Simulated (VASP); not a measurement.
Output of a VASP run:

File OSZICAR:
```
...
RMM:   4    -0.264585956142E+03    0.16251E-04   -0.73902E-04   340   0.682E-02    0.586E-02
RMM:   5    -0.264585942094E+03    0.14049E-04   -0.47670E-04   331   0.411E-02    0.171E-02
RMM:   6    -0.264585933232E+03    0.88615E-05   -0.62134E-05   308   0.196E-02
   7 F= -.26458593E+03 E0= -.26454741E+03  d E =-.112593E-01
       N       E                     dE             d eps       ncg     rms          rms(c)
DAV:   1    -0.264585370293E+03    0.57180E-03   -0.81567E-01   356   0.162E+00    0.510E-01
RMM:   2    -0.264589442169E+03   -0.40719E-02   -0.49762E-02   330   0.462E-01    0.119E-01
RMM:   3    -0.264590334847E+03   -0.89268E-03   -0.10031E-02   349   0.218E-01    0.111E-01
RMM:   4    -0.264590301430E+03    0.33417E-04   -0.13264E-03   339   0.922E-02    0.777E-02
RMM:   5    -0.264590281074E+03    0.20356E-04   -0.82321E-04   331   0.552E-02    0.230E-02
RMM:   6    -0.264590264961E+03    0.16113E-04   -0.11415E-04   330   0.264E-02    0.173E-02
RMM:   7    -0.264590266009E+03   -0.10483E-05   -0.85887E-05   313   0.150E-02
   8 F= -.26459027E+03 E0= -.26455170E+03  d E =-.155921E-01
       N       E                     dE             d eps       ncg     rms          rms(c)
DAV:   1    -0.264590306663E+03   -0.41702E-04   -0.35898E-02   388   0.341E-01    0.107E-01
RMM:   2    -0.264590488723E+03   -0.18206E-03   -0.22328E-03   330   0.975E-02    0.242E-02
RMM:   3    -0.264590523663E+03   -0.34941E-04   -0.41829E-04   344   0.452E-02    0.219E-02
RMM:   4    -0.264590521027E+03    0.26365E-05   -0.55625E-05   299   0.191E-02
   9 F= -.26459052E+03 E0= -.26455196E+03  d E =-.158471E-01
       N       E                     dE             d eps       ncg     rms          rms(c)
DAV:   1    -0.264592215119E+03   -0.16915E-02   -0.19433E-01   356   0.791E-01    0.250E-01
RMM:   2    -0.264593279671E+03   -0.10646E-02   -0.12879E-02   330   0.234E-01    0.591E-02
RMM:   3    -0.264593532612E+03   -0.25294E-03   -0.27612E-03   358   0.110E-01    0.557E-02
RMM:   4    -0.264593508525E+03    0.24087E-04   -0.29701E-04   332   0.438E-02    0.322E-02
RMM:   5    -0.264593504015E+03    0.45098E-05   -0.18972E-04   330   0.267E-02    0.975E-03
RMM:   6    -0.264593502525E+03    0.14903E-05   -0.27213E-05   223   0.128E-02
  10 F= -.26459350E+03 E0= -.26455494E+03  d E =-.298150E-02
       N       E                     dE             d eps       ncg     rms          rms(c)
DAV:   1    -0.264593548525E+03   -0.44509E-04   -0.12021E-02   388   0.198E-01    0.642E-02
RMM:   2    -0.264593621252E+03   -0.72728E-04   -0.87491E-04   330   0.602E-02    0.153E-02
RMM:   3    -0.264593639036E+03   -0.17784E-04   -0.19137E-04   357   0.284E-02    0.159E-02
RMM:   4    -0.264593637428E+03    0.16082E-05   -0.21144E-05   200   0.114E-02
  11 F= -.26459364E+03 E0= -.26455507E+03  d E =-.311640E-02
       N       E                     dE             d eps       ncg     rms          rms(c)
DAV:   1    -0.264594180532E+03   -0.54150E-03   -0.75812E-02   356   0.478E-01    0.157E-01
RMM:   2    -0.264594602668E+03   -0.42214E-03   -0.52391E-03   330   0.151E-01    0.473E-02
RMM:   3    -0.264594699039E+03   -0.96371E-04   -0.10789E-03   350   0.709E-02    0.357E-02
RMM:   4    -0.264594695509E+03    0.35294E-05   -0.14072E-04   330   0.301E-02    0.258E-02
RMM:   5    -0.264594694330E+03    0.11794E-05   -0.85958E-05   316   0.176E-02
  12 F= -.26459469E+03 E0= -.26455613E+03  d E =-.105690E-02
```

File OUTCAR:
```
------------------------ aborting loop because EDIFF is reached ----------------------------------------
  FORCE on cell =-STRESS in cart. coord.  units (eV):
  Direction    XX          YY          ZZ          XY          YZ          ZX
  --------------------------------------------------------------------------------------
  Total      -13.3994387    -13.3869623    -13.4359506      0.0149379     -0.0890657      0.0590070
  in kB      -12.4252569    -12.4136876    -12.4591143      0.0138519     -0.0825904      0.0547170
  external PRESSURE =     -12.4326863 kB  Pullay stress =       0.0000000 kB
  volume of cell :     1727.79
      direct lattice vectors                 reciprocal lattice vectors
    11.999521734  0.000000000  0.000000000     0.083336655  0.000000000  0.000000000
     0.000000000 11.999521734  0.000000000     0.000000000  0.083336655  0.000000000
     0.000000000  0.000000000 11.999521734     0.000000000  0.000000000  0.083336655
  FREE ENERGIE OF THE ION-ELECTRON SYSTEM (eV)
  ---------------------------------------------------
  free  energy   TOTEN  =      -264.5946943301 eV

  energy  without entropy=     -264.5175699298  energy(sigma->0) =     -264.55613213

 reached required accuracy - stopping structural energy minimisation
```
(Selected blocks of OUTCAR.)

POSCAR:
```
In31ZnP32
1
   11.9995217336     0.0000000000     0.0000000000
    0.0000000000    11.9995217336    -0.0000000000
   -0.0000000000    -0.0000000000    11.9995217336
In P Zn
31 32 1
Direct
  0.5000000000   0.0000000000   0.0000000000
  0.7500000000   0.2500000000   0.0000000000
  0.7500000000   0.0000000000   0.2500000000
  0.0000000000   0.0000000000   0.0000000000
  0.2500000000   0.2500000000   0.0000000000
  0.5000000000   0.5000000000   0.0000000000
  0.7500000000   0.7500000000   0.0000000000
  0.2500000000   0.0000000000   0.2500000000
  0.5000000000   0.2500000000   0.2500000000
  0.7500000000   0.5000000000   0.2500000000
  0.5000000000   0.0000000000   0.5000000000
  0.7500000000   0.2500000000   0.5000000000
  0.7500000000   0.0000000000   0.7500000000
  0.0000000000   0.5000000000   0.0000000000
  0.2500000000   0.7500000000   0.0000000000
  0.0000000000   0.2500000000   0.2500000000
  0.2500000000   0.5000000000   0.2500000000
  0.5000000000   0.7500000000   0.2500000000
  0.0000000000   0.0000000000   0.5000000000
  0.2500000000   0.2500000000   0.5000000000
  0.7500000000   0.7500000000   0.5000000000
  0.2500000000   0.0000000000   0.7500000000
  0.5000000000   0.2500000000   0.7500000000
  0.7500000000   0.5000000000   0.7500000000
  0.0000000000   0.7500000000   0.2500000000
  0.0000000000   0.5000000000   0.5000000000
  0.2500000000   0.7500000000   0.5000000000
  0.0000000000   0.2500000000   0.7500000000
  0.2500000000   0.5000000000   0.7500000000
  0.5000000000   0.7500000000   0.7500000000
  0.0000000000   0.7500000000   0.7500000000
  0.6250000000   0.1250000000   0.1250000000
  0.8750000000   0.3750000000   0.1250000000
  0.8750000000   0.1250000000   0.3750000000
  0.1250000000   0.1250000000   0.1250000000
  0.3750000000   0.3750000000   0.1250000000
  0.6250000000   0.6250000000   0.1250000000
  0.8750000000   0.8750000000   0.1250000000
  0.3750000000   0.1250000000   0.3750000000
  0.6253970000   0.3789800000   0.3783840000
  0.8750000000   0.6250000000   0.3750000000
  0.6250000000   0.1250000000   0.6250000000
  0.8750000000   0.3750000000   0.6250000000
  0.8750000000   0.1250000000   0.8750000000
  0.1250000000   0.6250000000   0.1250000000
  0.3750000000   0.8750000000   0.1250000000
  0.1250000000   0.3750000000   0.3750000000
  0.3759010000   0.6266260000   0.3753440000
  0.6250000000   0.8750000000   0.3750000000
  0.1250000000   0.1250000000   0.6250000000
  0.3760340000   0.3789900000   0.6264110000
  0.6229730000   0.6215120000   0.6264810000
  0.8750000000   0.8750000000   0.6250000000
  0.3750000000   0.1250000000   0.8750000000
  0.6250000000   0.3750000000   0.8750000000
  0.8750000000   0.6250000000   0.8750000000
  0.1250000000   0.8750000000   0.3750000000
  0.1250000000   0.6250000000   0.6250000000
  0.3750000000   0.8750000000   0.6250000000
  0.1250000000   0.3750000000   0.8750000000
  0.3750000000   0.6250000000   0.8750000000
  0.6250000000   0.8750000000   0.8750000000
  0.1250000000   0.8750000000   0.8750000000
  0.4995470000   0.4976530000   0.5032850000
```

Question: Write an INCAR and KPOINTS that could have produced this output.

Answer: One answer among several that fit: the input of the run itself, PBE GGA, plane waves, VASP's PBE PAW potentials (set 64).

File KPOINTS:
```
Automatic mesh
0
Gamma
1 1 1
0 0 0
```

INCAR:
```
GGA=PE   # PBE
ENCUT=400   # plane-wave cut-off (eV)
ISYM=0
EDIFF=1E-5   # SCF stop (eV)
ISIF=2
LREAL=Auto   # projection in real space or not
PREC=Normal
LASPH=.True.   # aspherical one-centre terms
LCHARG=.False.
SIGMA=0.05
SYSTEM=In31ZnP32
NELECT=264.0
ISMEAR=0
ALGO=Fast
EDIFFG=-0.03
IBRION=2
LMAXMIX=4   # l cut-off of mixed one-centre charges
LWAVE=.True.
NELMIN=4
NELM=100
NSW=60
```

POTCAR, in this order: In P Zn (PBE.64 set). Program: vasp_gam.

The cell is charged, with a uniform compensating background. The supercell is sampled at Γ alone, which is coarse: total energies, pressure and levels can be off, energies of defects by several tenths of an eV.

The cell is a supercell with a defect, built from InP (zinc blende): Zn_In, charge +1. The run is not spin-polarised, so no state with unpaired spins was tried.
